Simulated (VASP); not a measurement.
Ta2H3:

```xyz
5
Lattice="3.6818 0.0000 0.0000 -1.8409 3.1886 0.0000 0.0000 0.0000 4.4904" Properties=species:S:1:pos:R:3 pbc="T T T"
Ta    1.8409    1.0629    3.7592
Ta    0.0000    2.1257    0.7312
H     0.0000    0.0000    0.0000
H     1.8409    1.0629    1.5702
H     0.0000    2.1257    2.9202
```

The cell was built by a generator and needn't be a form met in nature.

```yaml
Program: VASP 6.6.1
Task: relaxation of the atoms
Functional: RPBE
Potentials_or_basis: VASP PAW PBE potentials, release 64 (Ta_pv, H)
Cutoff: 520 eV
k_mesh: 8 × 8 × 6
Occupations: gaussian, width 0.05 eV
Spin: no spin polarisation
```

At the start: pressure 4.5 GPa; volume 10.54 Å³/atom.

Q: Where does the relaxation end?

A: Over 12 steps the energy falls by 213.8 meV/atom; space group P-3m1 (No. 164, to 0.05 Å).

The path:
```
step  energy change (eV)  largest force (eV/Å)  pressure (GPa)
   1              0.0000                5.2855            4.48
   2             -1.0490                0.3112          -15.51
   3             -1.0572                0.2051          -14.69
   4             -1.0577                0.2060          -14.51
   5             -1.0578                0.2057          -14.32
   6             -1.0614                0.1660          -14.40
   7             -1.0678                0.0597          -14.61
   8             -1.0647                0.0878          -14.88
   9             -1.0687                0.0705          -14.74
  10             -1.0688                0.0670          -14.72
  11             -1.0691                0.0126          -15.02
  12             -1.0691                0.0019          -14.96
```

Final structure:
```
Ta H
1.0
     3.68185    0.00000    0.00000
    -1.84092    3.18857    0.00000
     0.00000    0.00000    4.49042
Ta H
2 3
Direct
  0.66667 0.33333 0.78742
  0.33333 0.66667 0.21258
  0.00000 0.00000 0.00000
  0.66667 0.33333 0.33163
  0.33333 0.66667 0.66837
```

Caveat: the PAW data sets were made with another functional, which shifts forces and pressure a little.
